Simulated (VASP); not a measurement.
# Bulk modulus of wurtzite semiconductors: LDA against PBE

VASP (plane waves, PAW); cells keep the symmetry of their structure type. Static lattice, from a third-order Birch-Murnaghan fit over five volumes at each level.

Here x stands for PBE B0 and y for LDA B0.

| solid | PBE B0 (GPa) | LDA B0 (GPa) | cut-off (eV) |
|---|---|---|---|
| CdSe | 44.6 | 57.5 | 520 |
| CdS | 53.1 | 67.5 | 520 |
| ZnS | 69.0 | 85.6 | 520 |
| ZnO | 128.6 | 161.0 | 520 |
| GaN | 170.1 | 201.6 | 520 |
| AlN | 193.7 | 210.7 | 520 |
| SiC | 212.9 | ? | 520 |

Q: Fit y against x with a straight line, and predict the withheld value at x = 212.9.

A: With u = x - 110, the rows have u = -65.40, -56.90, -41.00, 18.60, 60.10, 83.70. Means: u -0.15000, y 130.65. About the means, the sum of products is 21753 and the sum of squares of u is 20159; the slope is their ratio. Least squares gives y = 130.81 + 1.07906·u. Residuals (row less fit): -2.74, -1.91, -0.97, 10.12, 5.94, -10.43; standard error 8.04 (degrees of freedom: 4). The slope is 1.08 with a standard error of 0.057. At the withheld row, u = 102.90, so y = 130.81 + 1.07906 × 102.90 = 241.85 GPa. The calculation gives 229.2 GPa, 12.65 GPa below the prediction (7.4 % of the range of y in the table). The row lies outside the fitted rows, so this is an extrapolation. From the scatter of the fitted rows alone, a prediction at this place has a standard error of 10.46 GPa, so the miss is 1.2 times that.

ZnS is here the high-temperature form. SiC is here the rare 2H polytype. The rows are a random draw from the solids of this series computed here; series whose standard error about the line passes 12 to 30 % of the range of y, or with no trend, aren't shown in this form.
